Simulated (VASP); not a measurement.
Output of a VASP run:

OSZICAR:
```
       N       E                     dE             d eps       ncg     rms          rms(c)
DAV:   1     0.482946928546E+02    0.48295E+02   -0.86839E+03   840   0.131E+03
DAV:   2    -0.386581589029E+02   -0.86953E+02   -0.79377E+02  1144   0.251E+02
DAV:   3    -0.422098683386E+02   -0.35517E+01   -0.35225E+01  1140   0.498E+01
DAV:   4    -0.423120494733E+02   -0.10218E+00   -0.10211E+00  1164   0.754E+00
DAV:   5    -0.423140475197E+02   -0.19980E-02   -0.19980E-02  1104   0.768E-01    0.144E+01
DAV:   6    -0.340746134168E+02    0.82394E+01   -0.70345E+00   988   0.215E+01    0.143E+01
DAV:   7    -0.343846028432E+02   -0.30999E+00   -0.78964E-01   908   0.115E+01    0.849E+00
DAV:   8    -0.347892988809E+02   -0.40470E+00   -0.18943E+00  1096   0.142E+01    0.297E+00
DAV:   9    -0.344351286369E+02    0.35417E+00   -0.12259E+00  1540   0.124E+01    0.718E-01
DAV:  10    -0.344880371628E+02   -0.52909E-01   -0.65852E-02   952   0.333E+00    0.327E-01
DAV:  11    -0.344145769244E+02    0.73460E-01   -0.63540E-02   848   0.348E+00    0.389E-01
DAV:  12    -0.344883262176E+02   -0.73749E-01   -0.42386E-02   848   0.297E+00    0.178E-01
DAV:  13    -0.344891714964E+02   -0.84528E-03   -0.12667E-03  1108   0.451E-01    0.921E-02
DAV:  14    -0.344894949770E+02   -0.32348E-03   -0.75039E-04   924   0.257E-01    0.986E-02
DAV:  15    -0.344896150030E+02   -0.12003E-03   -0.83034E-04   860   0.329E-01    0.471E-02
DAV:  16    -0.344896550612E+02   -0.40058E-04   -0.88698E-05   988   0.952E-02    0.221E-02
DAV:  17    -0.344896582018E+02   -0.31406E-05   -0.52751E-06  1044   0.273E-02    0.230E-02
DAV:  18    -0.344896523762E+02    0.58256E-05   -0.17474E-05   856   0.484E-02    0.106E-02
DAV:  19    -0.344896462916E+02    0.60846E-05   -0.24183E-06   876   0.221E-02    0.677E-03
DAV:  20    -0.344896498621E+02   -0.35705E-05   -0.11790E-06   880   0.166E-02    0.400E-03
DAV:  21    -0.344896510445E+02   -0.11824E-05   -0.15525E-07   824   0.633E-03    0.368E-03
DAV:  22    -0.344896523363E+02   -0.12918E-05   -0.98621E-08   612   0.372E-03    0.273E-03
DAV:  23    -0.344896528637E+02   -0.52744E-06   -0.17600E-07   732   0.438E-03    0.175E-03
DAV:  24    -0.344896532409E+02   -0.37715E-06   -0.27148E-08   544   0.235E-03    0.104E-03
DAV:  25    -0.344896530339E+02    0.20701E-06   -0.12461E-08   452   0.140E-03    0.241E-04
DAV:  26    -0.344896529926E+02    0.41237E-07   -0.61406E-09   444   0.106E-03
   1 F= -.34489653E+02 E0= -.34489653E+02  d E =-.253304E-15
```

**OUTCAR**
```
------------------------ aborting loop because EDIFF is reached ----------------------------------------
  FORCE on cell =-STRESS in cart. coord.  units (eV):
  Direction    XX          YY          ZZ          XY          YZ          ZX
  --------------------------------------------------------------------------------------
  Total       -1.1189994     -1.1189994     -1.1189994     -0.0000000      0.0000000      0.0000000
  in kB      -49.2431097    -49.2431097    -49.2431097     -0.0000000      0.0000000      0.0000000
  external PRESSURE =     -49.2431097 kB  Pullay stress =       0.0000000 kB
  volume of cell :       36.41
      direct lattice vectors                 reciprocal lattice vectors
     0.000000000  2.630601082  2.630601082    -0.190070628  0.190070628  0.190070628
     2.630601082  0.000000000  2.630601082     0.190070628 -0.190070628  0.190070628
     2.630601082  2.630601082  0.000000000     0.190070628  0.190070628 -0.190070628
  FREE ENERGIE OF THE ION-ELECTRON SYSTEM (eV)
  ---------------------------------------------------
  free  energy   TOTEN  =       -34.4896529926 eV

  energy  without entropy=      -34.4896529926  energy(sigma->0) =      -34.48965299
```
(Selected blocks of OUTCAR.)

**POSCAR**
```
SrO
1
    0.0000000000     2.6306010818     2.6306010818
    2.6306010818     0.0000000000     2.6306010818
    2.6306010818     2.6306010818     0.0000000000
Sr O
1 1
Direct
  0.0000000000   0.0000000000   0.0000000000
  0.5000000000   0.5000000000   0.5000000000
```

Q: Reconstruct the remaining input files.

A: This is not unique; one that fits is the input of the run itself, SCAN meta-GGA, plane waves, VASP's PBE PAW potentials (set 64).

INCAR:
```
! general
SYSTEM   =  SrO
PREC     =  Accurate
ENCUT    =  520   ! plane-wave cut-off (eV)
LREAL    =  .False.
LASPH    =  .True.

! electronic loop
EDIFF    =  1E-7
NELM     =  100   ! most electronic steps
ALGO     =  Normal   ! blocked Davidson
LMAXMIX  =  4   ! l cut-off of mixed one-centre charges
LMIXTAU  =  .True.

! smearing
ISMEAR   =  0
SIGMA    =  0.05   ! width (eV)

! functional
METAGGA  =  SCAN

! ions
ISIF     =  2   ! forces and stress, cell fixed

! output
LWAVE    =  .False.
LCHARG   =  .False.
```

KPOINTS:
```
K-points
0
G
9 9 9
0 0 0
```

POTCAR, in this order: Sr_sv O (PBE.64 set). Program: vasp_std.

The compound is SrO in the rock salt structure. This cell is one point of a volume scan, at 1.06 of the reference volume.
